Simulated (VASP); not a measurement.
```
CsBr
1.0
    4.30550     0.00000     0.00000
    0.00000     4.30550     0.00000
    0.00000     0.00000     4.30550
Cs Br
1 1
Direct
  0.00000   0.00000   0.00000
  0.50000   0.50000   0.50000
```

The numbers are results of PBE GGA with D3 dispersion (Becke-Johnson damping), VASP's PBE PAW potentials (set 64) (plane waves; VASP), not measurements. Run with 520 eV cut-off, Gaussian smearing of 0.050 eV, potentials Cs_sv Br.

Unless said otherwise, spin-orbit coupling is left out, though it shifts the bands of the heavy elements here.

What does the run give for the band gap (along the path) with the smallest direct gap where there is one?

```yaml
band gap (along the path): 4.46 eV
smallest direct gap (along the path): 4.47 eV
```

The absolute energy has meaning only against runs of the same code, potentials and settings.

The compound is CsBr in the CsCl type structure. It was relaxed first.
